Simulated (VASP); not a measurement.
Wanted: the native input for a VASP 6.6.1 run.

```
Task                   : single point
Functional             : LDA
Potentials or basis    : VASP PAW LDA potentials, release 64 (Li_sv, Au)
Cutoff                 : 520 eV
k mesh                 : 11 × 11 × 11
Occupations            : fermi-dirac, width 0.03 eV
Spin                   : no spin polarisation
Dipole correction      : no
Further INCAR settings : ALGO = Normal; EDIFF = 1e-06; NBANDS = 18
```

The structure of Li3Au lies in POSCAR:

```
Li3Au
1.0
    0.0000000000      3.1067225856      3.1067225856
    3.1067225856      0.0000000000      3.1067225856
    3.1067225856      3.1067225856      0.0000000000
Li Au
3 1
Direct
    0.2500000000      0.2500000000      0.2500000000
    0.5000000000      0.5000000000      0.5000000000
    0.7500000000      0.7500000000      0.7500000000
    0.0000000000      0.0000000000      0.0000000000
```

The cell comes from a database or a generator and needn't be the stable form of this composition.

One way to write it, as run:

INCAR

```
SYSTEM = Li3Au
PREC = Accurate
ENCUT = 520
EDIFF = 1E-6
ISMEAR = -1
SIGMA = 0.03
LREAL = .FALSE.
LASPH = .TRUE.
NELM = 80
ALGO = Normal
ISIF = 2
LWAVE = .FALSE.
LCHARG = .FALSE.
NBANDS = 18
```

KPOINTS

```
regular mesh
0
G
  11 11 11
  0 0 0
```

Potentials or basis: VASP PAW LDA potentials, release 64 (Li_sv, Au).

Launch:

```bash
$ cat potpaw_LDA.64/Li_sv/POTCAR potpaw_LDA.64/Au/POTCAR > POTCAR
$ mpirun -np 1 vasp_std > vasp.out
```

Results of the run:

* Band gap on the k mesh: none (metal or under the smearing width)

Wall time 28 s on 1 thread of Intel(R) Xeon(R) 6975P-C (Granite Rapids), on a shared host, peak memory 0.2 GiB.
